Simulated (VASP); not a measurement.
A convergence study with VASP on HfO$_{2}$ (fluorite): a few settings are varied, all else stays as given below, so the limit is that of these other settings. The cell's lengths are 1 % over those of the tabulated start and one atom is moved, so it is off equilibrium.

```
HfO2
1.0
    0.00000     2.56540     2.56540
    2.56540     0.00000     2.56540
    2.56540     2.56540     0.00000
Hf O
1 2
Direct
  0.00000   0.00000   0.00000
  0.25000   0.25000   0.25000
  0.73819   0.76181   0.76181
```

Method: LDA (Ceperley-Alder, Perdew-Zunger), VASP's LDA PAW potentials (set 64) (plane waves; VASP). The last row used: 900 eV cut-off, 6×6×6 Γ-centred mesh, Gaussian smearing of 0.050 eV, potentials Hf_pv O_h.

Unless said otherwise, spin-orbit coupling is left out, though it shifts the bands of the heavy elements here. Gaps are read on the run's mesh, which can miss a band edge. Energies of different potentials or hybrids have different zeros.

```
setting                        E (eV/atom)  pressure (GPa)  largest force (eV/Å)  gap on the mesh (eV)  plane waves
-----------------------------  -----------  --------------  --------------------  --------------------  -----------
ENCUT = 300, POTCAR Hf_pv O       -11.0633          -64.86                 0.565                 3.588          411
ENCUT = 400, POTCAR Hf_pv O       -10.9655          -26.53                 0.530                 3.503          636
ENCUT = 520, POTCAR Hf_pv O       -10.9518          -20.88                 0.535                 3.493          941
ENCUT = 700, POTCAR Hf_pv O       -10.9564          -21.17                 0.535                 3.496         1435
ENCUT = 900, POTCAR Hf_pv O       -10.9574          -20.79                 0.535                 3.497         2090
ENCUT = 300, POTCAR Hf O          -11.0955          -66.28                 0.570                 3.545          411
ENCUT = 400, POTCAR Hf O          -10.9990          -28.14                 0.539                 3.461          636
ENCUT = 520, POTCAR Hf O          -10.9848          -22.54                 0.543                 3.450          941
ENCUT = 700, POTCAR Hf O          -10.9890          -22.85                 0.542                 3.454         1435
ENCUT = 900, POTCAR Hf O          -10.9900          -22.48                 0.542                 3.454         2090
ENCUT = 300, POTCAR Hf_sv O       -11.9917          -63.96                 0.565                 3.592          411
ENCUT = 400, POTCAR Hf_sv O       -11.8972          -25.94                 0.542                 3.512          636
ENCUT = 700, POTCAR Hf_sv O       -11.8888          -20.29                 0.547                 3.505         1435
ENCUT = 900, POTCAR Hf_sv O     (withheld)      (withheld)                 0.547                 3.505         2090
ENCUT = 300, POTCAR Hf_pv O_s     -10.9522          -22.42                 0.543                 3.502          411
ENCUT = 400, POTCAR Hf_pv O_s     -10.9496          -20.97                 0.540                 3.498          636
ENCUT = 520, POTCAR Hf_pv O_s     -10.9536          -20.91                 0.539                 3.501          941
ENCUT = 700, POTCAR Hf_pv O_s     -10.9542          -20.69                 0.539                 3.501         1435
ENCUT = 900, POTCAR Hf_pv O_s     -10.9544          -20.67                 0.539                 3.501         2090
ENCUT = 300, POTCAR Hf_pv O_h   (withheld)      (withheld)            (withheld)            (withheld)          411
ENCUT = 400, POTCAR Hf_pv O_h     -10.2586         -177.61                 0.466                 3.400          636
ENCUT = 520, POTCAR Hf_pv O_h     -10.7876          -88.77                 0.544                 3.494          941
ENCUT = 700, POTCAR Hf_pv O_h     -10.9447          -33.20                 0.552                 3.500         1435
ENCUT = 900, POTCAR Hf_pv O_h     -10.9579          -21.44                 0.536                 3.496         2090
```

Task: What belongs in the gaps?

Result: 
- ENCUT = 300, POTCAR Hf_pv O_h, E (eV/atom): -9.8803
- ENCUT = 300, POTCAR Hf_pv O_h, pressure (GPa): -261.42
- ENCUT = 300, POTCAR Hf_pv O_h, largest force (eV/Å): 0.756
- ENCUT = 300, POTCAR Hf_pv O_h, gap on the mesh (eV): 3.135
- ENCUT = 900, POTCAR Hf_sv O, E (eV/atom): -11.8899
- ENCUT = 900, POTCAR Hf_sv O, pressure (GPa): -19.91

Left out are rungs that failed or repeat a setting and relaxations that didn't move; long series are thinned to 24 rows.

The compound is HfO2 in the fluorite structure, the high-temperature cubic form, which is unstable at 0 K; the monoclinic form is the stable one. The cell was not relaxed at this level, it is distorted from the ideal structure.
